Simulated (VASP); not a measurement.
Given:

```xyz
4
Lattice="3.1835 0.0000 0.0000 -1.5917 2.7570 0.0000 0.0000 0.0000 6.8077" Properties=species:S:1:pos:R:3 pbc="T T T"
Sc     3.1835     0.0000     6.8077
Sc     3.1835     0.0000     3.4039
B      0.0000     1.8380     1.7019
B      1.5917     0.9190     5.1058
```

Calculation: PBEsol GGA, VASP's PBE PAW potentials (set 64) (plane waves; VASP). Numerical set-up: 520 eV cut-off, 12×12×5 Γ-centred mesh, tetrahedra with Blöchl corrections, potentials Sc_sv B.

The cores are frozen, which limits the accuracy of field gradients.

Give the principal components of the electric field gradient (V/Å²) and the asymmetry η at each nucleus.

```
atom   Vxx   Vyy    Vzz     η
----  ----  ----  -----  ----
Sc1    0.0   0.0    0.1     -
Sc2    0.0   0.0    0.1     -
B3    13.8  13.8  -27.6  0.00
B4    13.8  13.8  -27.6  0.00
```

The structure was generated: ScB was put into the NiAs type type (P6_3/mmc), which need not be its known phase. It was relaxed first, which changed the volume by -25 %.
